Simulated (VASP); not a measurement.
Computed with PBE GGA, VASP's PBE PAW potentials (set 64) (plane waves; VASP).

Input for VASP

### KPOINTS
```
Automatic mesh
0
Gamma
14 14 14
0 0 0
```

File POSCAR:
```
Al
1
    0.0000000000     2.0655000000     2.0655000000
    2.0655000000     0.0000000000     2.0655000000
    2.0655000000     2.0655000000     0.0000000000
Al
1
Direct
  0.0000000000   0.0000000000   0.0000000000
```

**INCAR**
```
ALGO = VeryFast
EDIFF = 1E-6
ENCUT = 400
GGA = PE
ISIF = 2
ISMEAR = 1
LASPH = .True.
LCHARG = .False.
LREAL = .False.
LWAVE = .False.
NELM = 100
PREC = Accurate
SIGMA = 0.1
SYSTEM = Al
```

POTCAR, in this order: Al (PBE.64 set). Program: vasp_std.

Q: Estimate the energy per atom (σ→0), pressure, band gap (on the k-mesh).

A: 
| Property | Result |
|---|---|
| energy per atom (σ→0) | -3.719 eV/atom |
| band gap (on the k-mesh) | none (metal, semimetal or under 0.01 eV) |
| pressure | -4.62 GPa |

### OSZICAR
```
...
RMM:  11    -0.374118895295E+01   -0.18016E-05   -0.17598E-05  1186   0.311E-02
RMM:  12    -0.374118955319E+01   -0.60024E-06   -0.59898E-06  1158   0.164E-02    0.120E+00
RMM:  13    -0.372848217658E+01    0.12707E-01   -0.15433E-03  1245   0.332E-01    0.707E-01
RMM:  14    -0.371924500768E+01    0.92372E-02   -0.48068E-03  1467   0.558E-01    0.116E-01
RMM:  15    -0.371925256437E+01   -0.75567E-05   -0.12397E-04  1198   0.107E-01    0.207E-02
RMM:  16    -0.371925419132E+01   -0.16270E-05   -0.24077E-05  1214   0.458E-02    0.116E-02
RMM:  17    -0.371925442675E+01   -0.23542E-06   -0.58181E-06  1184   0.248E-02
   1 F= -.37192544E+01 E0= -.37191300E+01  d E =-.373179E-03
```

The compound is Al in the fcc structure. The cell was not relaxed at this level. The run is one of a series of settings (ALGO = VeryFast against the base run), some of them coarse on purpose.
